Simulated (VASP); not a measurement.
Data:

```yaml
crystal:
  lattice:
    - [0.00000, 2.96684, 2.96684]
    - [2.96684, 0.00000, 2.96684]
    - [2.96684, 2.96684, 0.00000]
  atoms:
    - { symbol: Pb, position: [0.00000, 0.00000, 0.00000] }
    - { symbol: S, position: [0.50000, 0.50000, 0.50000] }
```

All values below come from revPBE GGA, VASP's PBE PAW potentials (set 64) (plane waves; VASP 6.6.1). Run with 520 eV cut-off, 8×8×8 Γ-centred mesh, Gaussian smearing of 0.050 eV, potentials Pb_d S.

Give the stress tensor in GPa (positive for a compressed cell).

```
3.50  0.00  0.00
0.00  3.50  0.00
0.00  0.00  3.50
```
The pressure is its mean diagonal, 3.50 GPa.

The compound is PbS in the rock salt structure. This cell is one point of a volume scan, at 0.94 of the reference volume.
